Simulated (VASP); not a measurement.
# AgRu3 (P6_3/mmc) in VASP: a series of runs, part 2 of 2

VASP 6.6.1.

## (3) Single point, r2SCAN

POSCAR

```
AgRu3
1.0
    5.5043515197      0.0000000000      0.0000000000
   -2.7521757598      4.7669082474      0.0000000000
    0.0000000000      0.0000000000      4.3693118687
Ru Ag
6 2
Direct
    0.3319388771      0.1659683752      0.2500000000
    0.1659705019      0.3319388771      0.7500000000
    0.8340316248      0.1659705019      0.2500000000
    0.6680611229      0.8340316248      0.7500000000
    0.8340294981      0.6680611229      0.2500000000
    0.1659683752      0.8340294981      0.7500000000
    0.3333333333      0.6666666667      0.2500000000
    0.6666666667      0.3333333333      0.7500000000
```

INCAR.step1

```
SYSTEM = AgRu3
PREC = Accurate
ENCUT = 520
ISMEAR = -1
SIGMA = 0.1
LREAL = .False.
LASPH = .True.
NELM = 100
NBANDS = 63
GGA = PE
ALGO = Normal
EDIFF = 1E-4
LWAVE = .True.
LCHARG = .False.
```

INCAR.step2

```
SYSTEM = AgRu3
PREC = Accurate
ENCUT = 520
EDIFF = 1E-7
ISMEAR = -1
SIGMA = 0.1
LREAL = .False.
LASPH = .True.
NELM = 100
ALGO = Normal
ISIF = 2
LWAVE = .False.
LCHARG = .False.
METAGGA = R2SCAN
LMIXTAU = .True.
NBANDS = 63
ISTART = 1
```

KPOINTS

```
regular mesh
0
Gamma
  4 4 5
  0 0 0
```

Potentials or basis: VASP PAW PBE potentials, release 64 (Ru_pv, Ag).

The run is started by

```console
$ cat potpaw_PBE.64/Ru_pv/POTCAR potpaw_PBE.64/Ag/POTCAR > POTCAR
$ cp INCAR.step1 INCAR
$ mpirun -np 1 vasp_std > vasp.out
$ cp INCAR.step2 INCAR
$ mpirun -np 1 vasp_std > vasp.out
```

OUTCAR:

```text
SYSTEM = AgRu3
   PREC = Accurate
   ENCUT = 520
   EDIFF = 1E-7
   ISMEAR = -1
   LREAL = .False.
   LASPH = .True.
   NELM = 100
   ISIF = 2
   METAGGA = R2SCAN
   ISTART = 1

 ion  position               nearest neighbor table
   1  0.332  0.166  0.250-   2 2.70   2 2.70   6 2.70   6 2.70   8 2.71   8 2.71   3 2.74   5 2.74
                             7 2.75   7 2.75   3 2.76   5 2.76
   2  0.166  0.332  0.750-   1 2.70   1 2.70   3 2.70   3 2.70   7 2.71   7 2.71   6 2.74   4 2.74
                             8 2.75   8 2.75   6 2.76   4 2.76
   3  0.834  0.166  0.250-   4 2.70   4 2.70   2 2.70   2 2.70   8 2.71   8 2.71   5 2.74   1 2.74
                             7 2.75   7 2.75   5 2.76   1 2.76
   4  0.668  0.834  0.750-   5 2.70   5 2.70   3 2.70   3 2.70   7 2.71   7 2.71   6 2.74   2 2.74
                             8 2.75   8 2.75   6 2.76   2 2.76
   5  0.834  0.668  0.250-   4 2.70   4 2.70   6 2.70   6 2.70   8 2.71   8 2.71   3 2.74   1 2.74
                             7 2.75   7 2.75   3 2.76   1 2.76
   6  0.166  0.834  0.750-   1 2.70   1 2.70   5 2.70   5 2.70   7 2.71   7 2.71   2 2.74   4 2.74
                             8 2.75   8 2.75   2 2.76   4 2.76
   7  0.333  0.667  0.250-   6 2.71   6 2.71   2 2.71   2 2.71   4 2.71   4 2.71   1 2.75   3 2.75
                             5 2.75   5 2.75   3 2.75   1 2.75
[... 203 lines left out ...]
      6     -32.7147      2.00000
[... 781 lines left out ...]
     62      13.3795      0.00000
     63      14.4845      0.00000

------------------------ aborting loop because EDIFF is reached ----------------------------------------

  FORCE on cell =-STRESS in cart. coord.  units (eV):
  Direction    XX          YY          ZZ          XY          YZ          ZX
  --------------------------------------------------------------------------------------
  -------------------------------------------------------------------------------------
  Total        0.7089443      0.7089443      0.7847628      0.0000000     -0.0000000      0.0000000
  in kB        9.9075592      9.9075592     10.9671306      0.0000000     -0.0000000      0.0000000
  external PRESSURE =      10.2607496 kB  Pullay stress =       0.0000000 kB

 VOLUME and BASIS-vectors are now :
 -----------------------------------------------------------------------------
  energy-cutoff  :      520.00
  volume of cell :      114.65
      direct lattice vectors                 reciprocal lattice vectors
     5.504351520  0.000000000  0.000000000     0.181674444  0.104889789  0.000000000
    -2.752175760  4.766908247  0.000000000     0.000000000  0.209779578  0.000000000
     0.000000000  0.000000000  4.369311869     0.000000000  0.000000000  0.228868991

 POSITION                                       TOTAL-FORCE (eV/Angst)
 -----------------------------------------------------------------------------------
      1.37033      0.79116      1.09233         0.007665      0.004425     -0.000000
      0.00001      1.58232      3.27698         0.000000      0.008850     -0.000000
      4.13402      0.79117      1.09233        -0.007665      0.004425      0.000000
      1.38184      3.97575      3.27698        -0.007665     -0.004425     -0.000000
      2.75217      3.18459      1.09233        -0.000000     -0.008850     -0.000000
     -1.38185      3.97574      3.27698         0.007665     -0.004425     -0.000000
     -0.00000      3.17794      1.09233         0.000000      0.000000      0.000000
      2.75218      1.58897      3.27698         0.000000     -0.000000      0.000000
 -----------------------------------------------------------------------------------
    total drift:                               -0.000000      0.000000      0.000000

  FREE ENERGIE OF THE ION-ELECTRON SYSTEM (eV)
  ---------------------------------------------------
  free  energy   TOTEN  =      -190.7109070055 eV

  energy  without entropy=     -190.2816767443  energy(sigma->0) =     -190.49629187
```

OUTCAR.step1:

```text
SYSTEM = AgRu3
   PREC = Accurate
   ENCUT = 520
   ISMEAR = -1
   LREAL = .False.
   LASPH = .True.
[... 1033 lines left out ...]
     -1.38185      3.97574      3.27698        -0.017035      0.009835      0.000000
     -0.00000      3.17794      1.09233        -0.000000      0.000000     -0.000000
      2.75218      1.58897      3.27698        -0.000000      0.000000      0.000000
 -----------------------------------------------------------------------------------
    total drift:                               -0.000000      0.000000      0.000000

  FREE ENERGIE OF THE ION-ELECTRON SYSTEM (eV)
  ---------------------------------------------------
  free  energy   TOTEN  =       -56.4661238764 eV

  energy  without entropy=      -56.0123518674  energy(sigma->0) =      -56.23923787
```

It took 3.3 min on 1 thread of Intel Xeon 6975P-C (Granite Rapids), shared host; peak memory 0.27 GiB.

Results:

| Property | Result |
| --- | --- |
| Free energy | -190.7109 eV |
| Pressure | 1.0 GPa |
| Largest force | 0.009 eV/Å |
| Band gap on the k mesh | none (metal or under the smearing width) |

Forces on the atoms (eV/Å):
```
Ru   0.008  0.004  0.000
Ru   0.000  0.009  0.000
Ru  -0.008  0.004  0.000
Ru  -0.008 -0.004  0.000
Ru   0.000 -0.009  0.000
Ru   0.008 -0.004  0.000
Ag   0.000  0.000  0.000
Ag   0.000  0.000  0.000
```

Stress tensor (GPa, compression positive):
```
0.99 0.00 0.00
0.00 0.99 0.00
0.00 0.00 1.10
```

Levels at points of the mesh, in eV from the Fermi level:
```
           k point  band 50  band 51  band 52  band 53  band 54  band 55  band 56  band 57
(0.00, 0.00, 0.00)     0.09     0.33     0.33     0.43     0.43     0.54     0.54     0.71
(0.50, 0.00, 0.00)    -1.26    -0.74    -0.73    -0.38    -0.14     0.04     0.28     0.36
```

Caveat: the PAW data sets were made with another functional, which shifts forces and pressure a little.
